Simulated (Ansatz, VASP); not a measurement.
# Ca3SiS in two plane-wave programs, part 2 of 2

One calculation is typed for both programs; each brings its own data sets. How far apart do they land? The cell is generated by rule, not measured, and may not be a known phase. Of the first pair: The cell is taken from a series of runs on this material, whose earlier steps may have relaxed, scaled, displaced or heated it; both programs get it as it stands.

VASP 6.6.1 and Ansatz 0.2.0.

So far: The structure; VASP: relaxation of cell and atoms, LDA, pair 1; Ansatz: relaxation of cell and atoms, LDA, pair 1; Differences.

## (5) VASP: relaxation of cell and atoms, LDA, pair 2

Level of this step: LDA; plane waves and PAW (Si, S, Ca_sv); invented cell (VASP).

The relaxed volume is the usual yardstick between codes: in a stiff, nearly cubic crystal its relative difference is about their pressure difference at one cell divided by the bulk modulus. Its start cell is another than that of the pair before, and may be another structure of the material.

Input file INCAR:

```
SYSTEM = Ca3SiS
PREC = Accurate
ENCUT = 500
EDIFF = 1E-07
NELM = 120
ISMEAR = 0
SIGMA = 0.1
LREAL = .FALSE.
ALGO = Normal
GGA = CA
NBANDS = 26
LORBIT = 11
LWAVE = .FALSE.
LCHARG = .FALSE.
ISIF = 3
IBRION = 2
NSW = 80
EDIFFG = -0.005
LASPH = .TRUE.
GGA_COMPAT = .FALSE.
NELMIN = 4
KPAR = 2
```

Input file POSCAR:

```
Ca3SiS
1.0
    5.1113808964      0.0000000000      0.0000000000
    0.0000000000      5.1113808964      0.0000000000
    0.0000000000      0.0000000000      5.1113808964
Si S Ca
1 1 3
Direct
    0.0000000000      0.0000000000      0.0000000000
    0.5000000000      0.5000000000      0.5000000000
    0.5000000000      0.5000000000      0.0000000000
    0.5000000000      0.0000000000      0.5000000000
    0.0000000000      0.5000000000      0.5000000000
```

Input file KPOINTS:

```
Automatic mesh
0
Gamma
4 4 4
0 0 0
```

The projector-augmented-wave data sets are Si, S and Ca_sv (LDA family, release 64).

The run is started by

```bash
mpirun -np 2 vasp_std
```

Numbers of over 12 decimals in the logs are rounded to 6 here.

The program printed:

```text
[... set-up lines as in an earlier step ...]
 entering main loop
       N       E                     dE             d eps       ncg     rms          rms(c)
DAV:   1     0.353294565353E+03    0.35329E+03   -0.18987E+04   520   0.137E+03
DAV:   2     0.187826014183E+01   -0.35142E+03   -0.34724E+03   598   0.393E+02
DAV:   3    -0.207438883379E+02   -0.22622E+02   -0.22548E+02   824   0.811E+01
DAV:   4    -0.223585321745E+02   -0.16146E+01   -0.16112E+01   824   0.192E+01
[...]
DAV:  12    -0.217132395233E+02   -0.37666E-06   -0.13014E-05   748   0.201E-02    0.123E-02
DAV:  13    -0.217132382769E+02    0.12464E-05   -0.44925E-06   774   0.106E-02    0.329E-03
DAV:  14    -0.217132382265E+02    0.50390E-07   -0.80779E-07   664   0.341E-03
   1 F= -.21713238E+02 E0= -.21709847E+02  d E =-.217132E+02
[...]
N       E                     dE             d eps       ncg     rms          rms(c)
DAV:   1    -0.217136249718E+02   -0.38669E-03   -0.11428E-02   574   0.914E-01    0.115E-01
DAV:   2    -0.217133624542E+02    0.26252E-03   -0.10809E-03   778   0.242E-01    0.671E-02
DAV:   3    -0.217132524639E+02    0.10999E-03   -0.53115E-04   774   0.164E-01    0.245E-02
DAV:   4    -0.217132565646E+02   -0.41007E-05   -0.78910E-05   722   0.530E-02    0.655E-03
DAV:   5    -0.217132596292E+02   -0.30646E-05   -0.76478E-06   902   0.133E-02    0.829E-03
DAV:   6    -0.217132607218E+02   -0.10926E-05   -0.21262E-06   908   0.738E-03    0.301E-03
DAV:   7    -0.217132606803E+02    0.41501E-07   -0.16039E-07   420   0.246E-03
   2 F= -.21713261E+02 E0= -.21709881E+02  d E =-.224538E-04
 trial-energy change:   -0.000022  1 .order   -0.000024   -0.000059    0.000011
 step:   0.8229(harm=  0.8425)  dis= 0.00000  next Energy=   -21.713262 (dE=-0.234E-04)
 reached required accuracy - stopping structural energy minimisation
```

OUTCAR, selected parts (step 5):

```text
  Total        0.0084493      0.0084493      0.0084493     -0.0000000      0.0000000      0.0000000
  in kB        0.1015047      0.1015047      0.1015047     -0.0000000      0.0000000      0.0000000
  external PRESSURE =       0.1015047 kB  Pullay stress =       0.0000000 kB

 POSITION                                       TOTAL-FORCE (eV/Angst)
 -----------------------------------------------------------------------------------
      0.00000      0.00000      0.00000         0.000000      0.000000      0.000000
      2.55458      2.55458      2.55458         0.000000      0.000000      0.000000
      2.55458      2.55458      0.00000         0.000000      0.000000      0.000000
      2.55458      0.00000      2.55458        -0.000000      0.000000      0.000000
      0.00000      2.55458      2.55458        -0.000000      0.000000      0.000000
 -----------------------------------------------------------------------------------
    total drift:                               -0.000000     -0.000000     -0.000000

  FREE ENERGIE OF THE ION-ELECTRON SYSTEM (eV)
  ---------------------------------------------------
  free  energy   TOTEN  =       -21.7132606803 eV

  energy  without entropy=      -21.7065007363  energy(sigma->0) =      -21.70988071

[... 1 part as in an earlier step ...]

[... 3 further parts left out ...]
[key lines of the parts left out:]
E-fermi :   3.9405
```

## (6) Ansatz: relaxation of cell and atoms, LDA, pair 2

Its own start cell and the same functional (in two slightly different forms), mesh and smearing now go to Ansatz.

The two relaxations start from unlike cells of this crystal (the structure described is Ansatz's start), so only their ends are compared.

Input file input.yaml:

```yaml
crystal:
  lattice:
    - [5.7936, 0.0, 0.0]
    - [0.0, 5.7936, 0.0]
    - [0.0, 0.0, 5.7936]
  atoms:
    - { symbol: Si, position: [0.0, 0.0, 0.0] }
    - { symbol: S, position: [0.5, 0.5, 0.5] }
    - { symbol: Ca, position: [0.5, 0.5, 0.0] }
    - { symbol: Ca, position: [0.5, 0.0, 0.5] }
    - { symbol: Ca, position: [0.0, 0.5, 0.5] }
kpoints:
  mp_grid: { grid: [4, 4, 4] }
hamiltonian:
  xc: lda
  pseudopotentials: { kind: nc, accuracy: standard }
scf:
  occupations: { method: gaussian, width: 0.1 }
output:
  forces: true
  stress: true
  eigenvalues: true
basis:
  ecutwfc: 816.342
relax:
  adjacent_minimum: "off"
  f_tol: 0.05
  max_steps: 80
  cell: { stress_tol: 0.5 }
```

The run is started by

```bash
ansatz run input.yaml --threads 4 --pin off --max-ram 8192MiB --backend cpu --events-out ev --progress --plain --runs-dir out
```

The program printed:

```text
[...]
Crystal: 5 atoms, lattice volume = 194.467 Å³
Basis set: ecut = 816.342 eV, 10395 PW (Γ)
Bands: 25, of which v1, the nominal top of the filled ones, is band 20 counted from 1 (19 counted from 0)
Symmetry: 48 space group operations
[...]
k-points: 10 of 64
[...]
--- Relaxed structure (5 steps of the walk, 5 accepted, 1 SCFs on fresh bases) ---
[...]
cell:  # Å, volume = 133.6778 Å³
    - [5.113125, 0, 0]
    - [0, 5.113125, 0]
    - [0, 0, 5.113125]
  atoms:
    - { symbol: Si, position: [0, 0, 0] }
    - { symbol: S, position: [0.5, 0.5, 0.5] }
    - { symbol: Ca, position: [0.5, 0.5, 0] }
    - { symbol: Ca, position: [0.5, 0, 0.5] }
    - { symbol: Ca, position: [0, 0.5, 0.5] }
[key lines of the parts left out:]
SCF converged after 5 iterations
Free energy (F): -3578.504482 eV
Fermi energy:    6.996322 eV
P = ⅓ Tr σ = -0.3364 GPa (-3.364 kbar)
```

## (7) Comparison

The two programs side by side:

```csv
quantity,Ansatz,VASP,difference
volume (Å³),133.68,133.37,+0.23 %
"edge a after relaxation, in the typed setting (Å)",5.113,5.109,+0.08 %
```

## (8) Results

```yaml
difference_in_volume_relaxation_of_cell_and_atoms_lda_pair_1: -0.47 %
difference_in_volume_relaxation_of_cell_and_atoms_lda_pair_2: 0.23 %
```

**Reading.** The difference in volume is -0.47 % (relaxation of cell and atoms, LDA, pair 1), within the 1.2 % picked in this series as the mark of a large difference, as far as the stopping tolerances let one tell. How closely two codes agree says nothing of how well the functional describes the real material.

[Lines on the potential files, build, host, timing and source positions are cut from VASP's logs without a mark.]

[Logs are printed without paths, hosts, clocks, repeated set-up lines and the standing remarks that a program may print on its own settings, such as how far it seeks lower states.]

[Hosts, paths, dates, database ids (printed as entryN), source tags and the programs' standing remarks are cut or masked in the printed files.]
